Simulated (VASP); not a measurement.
Ti3AlC2, 12 atoms in the cell. The structure is hexagonal, space group P6_3/mmc (No. 194). The conventional cell has a = 3.072 Å, b = 3.072 Å, c = 18.730 Å, α = 90.00°, β = 90.00°, γ = 120.00°. Ti (site symmetry -3m) is surrounded by 6 C at 2.21 Å. Ti (site symmetry 3m) has 3 C at 2.09 Å as nearest neighbours. Al (site symmetry -6m2) has 6 Ti at 2.88 Å and 6 Al at 3.07 Å as nearest neighbours. C (site symmetry 3m) has 6 Ti at 2.09 to 2.21 Å as nearest neighbours. 

```yaml
Program: VASP 6.6.1
Task: core levels
Functional: LDA
Potentials_or_basis: VASP PAW LDA potentials, release 64 (Ti_sv, Al, C)
Cutoff: 520 eV
k_mesh: 11 × 11 × 2
Occupations: methfessel-paxton, width 0.1 eV
Spin: no spin polarisation
Further_INCAR_settings: ALGO = Fast; EDIFF = 1e-06
```

Potentials or basis: VASP PAW LDA potentials, release 64 (Ti_sv, Al, C).

The run is started by

```console
$ cat potpaw_LDA.64/Ti_sv/POTCAR potpaw_LDA.64/Al/POTCAR potpaw_LDA.64/C/POTCAR > POTCAR
$ mpirun -np 4 vasp_std > vasp.out
```

Hardware: 4 MPI ranks on Intel(R) Xeon(R) Platinum 8488C (Sapphire Rapids) (shared host).

Task: How long does it take, and how much memory?

Result: Run time: 3.8 min on 4 MPI ranks on Intel(R) Xeon(R) Platinum 8488C (Sapphire Rapids) (shared host), peak memory 0.36 GiB a rank. Counts: scf iterations 43, k points 32.
